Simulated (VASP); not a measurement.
Output of a VASP run:

### OSZICAR
```
       N       E                     dE             d eps       ncg     rms          rms(c)
DAV:   1     0.204748991315E+03    0.20475E+03   -0.15905E+04  1470   0.220E+03
DAV:   2    -0.141321045687E+02   -0.21888E+03   -0.21115E+03  1470   0.378E+02
DAV:   3    -0.249162321735E+02   -0.10784E+02   -0.10280E+02  1603   0.112E+02
DAV:   4    -0.251596093309E+02   -0.24338E+00   -0.23983E+00  1717   0.148E+01
DAV:   5    -0.251679095773E+02   -0.83002E-02   -0.82986E-02  1783   0.263E+00    0.201E+01
DAV:   6    -0.247156996866E+02    0.45221E+00   -0.50459E+01  1697   0.117E+02    0.160E+01
DAV:   7    -0.217131487498E+02    0.30026E+01   -0.14830E+01  1636   0.646E+01    0.474E+00
DAV:   8    -0.216582736515E+02    0.54875E-01   -0.60159E-01  1591   0.656E+00    0.145E+00
DAV:   9    -0.216422122808E+02    0.16061E-01   -0.31383E-02  1964   0.260E+00    0.579E-01
DAV:  10    -0.216403443401E+02    0.18679E-02   -0.37853E-03  1969   0.473E-01    0.226E-01
DAV:  11    -0.216401050575E+02    0.23928E-03   -0.62923E-04  2253   0.312E-01    0.550E-02
DAV:  12    -0.216400846497E+02    0.20408E-04   -0.93516E-05  1688   0.119E-01    0.159E-02
DAV:  13    -0.216400836883E+02    0.96132E-06   -0.73236E-06  1731   0.195E-02    0.873E-03
DAV:  14    -0.216400828437E+02    0.84466E-06   -0.53496E-07  1610   0.854E-03    0.350E-03
DAV:  15    -0.216400827801E+02    0.63583E-07   -0.17421E-07  1025   0.572E-03
   1 F= -.21640083E+02 E0= -.21640154E+02  d E =0.212693E-03
```

**OUTCAR**
```
------------------------ aborting loop because EDIFF is reached ----------------------------------------
  FORCE on cell =-STRESS in cart. coord.  units (eV):
  Direction    XX          YY          ZZ          XY          YZ          ZX
  --------------------------------------------------------------------------------------
  Total        3.6350641      3.6350641      3.6350641      0.0000000      0.0000000      0.0000000
  in kB      140.4264949    140.4264949    140.4264949      0.0000000      0.0000000      0.0000000
  external PRESSURE =     140.4264949 kB  Pullay stress =       0.0000000 kB
  volume of cell :       41.47
      direct lattice vectors                 reciprocal lattice vectors
     3.461448448  0.000000000  0.000000000     0.288896401  0.000000000  0.000000000
     0.000000000  3.461448448  0.000000000     0.000000000  0.288896401  0.000000000
     0.000000000  0.000000000  3.461448448     0.000000000  0.000000000  0.288896401
 POSITION                                       TOTAL-FORCE (eV/Angst)
 -----------------------------------------------------------------------------------
      0.00000      0.00000      0.00000         0.000000      0.000000      0.000000
      0.00000      1.73072      1.73072         0.000000      0.000000      0.000000
      1.73072      0.00000      1.73072         0.000000      0.000000      0.000000
      1.73072      1.73072      0.00000         0.000000      0.000000      0.000000
 -----------------------------------------------------------------------------------
    total drift:                                0.000000      0.000000      0.000000
  FREE ENERGIE OF THE ION-ELECTRON SYSTEM (eV)
  ---------------------------------------------------
  free  energy   TOTEN  =       -21.6400827801 eV

  energy  without entropy=      -21.6402954728  energy(sigma->0) =      -21.64015368
```
(Selected blocks of OUTCAR.)

POSCAR:
```
Ni3Si
1
    3.4614484476     0.0000000000     0.0000000000
    0.0000000000     3.4614484476     0.0000000000
    0.0000000000     0.0000000000     3.4614484476
Si Ni
1 3
Direct
  0.0000000000   0.0000000000   0.0000000000
  0.0000000000   0.5000000000   0.5000000000
  0.5000000000   0.0000000000   0.5000000000
  0.5000000000   0.5000000000   0.0000000000
```

Task: Write an INCAR and KPOINTS that could have produced this output.

Result: One answer among several that fit: the input of the run itself, RPBE GGA, plane waves, VASP's PBE PAW potentials (set 64).

### KPOINTS
```
Automatic mesh
0
Gamma
9 9 9
0 0 0
```

INCAR:
```
SYSTEM=Ni3Si
PREC=Accurate; ENCUT=520; LREAL=.FALSE.
LASPH=.TRUE.
EDIFF=1E-7; NELM=100; ALGO=Normal
LMAXMIX=4
ISMEAR=1; SIGMA=0.1
GGA=RP
ISIF=2
LWAVE=.FALSE.; LCHARG=.FALSE.
```

POTCAR, in this order: Si Ni (PBE.64 set). Program: vasp_std.

The compound is Ni3Si in the L1_2 structure. This cell is one point of a volume scan, at 0.94 of the reference volume. The run is not spin-polarised, so no magnetic state was tried.
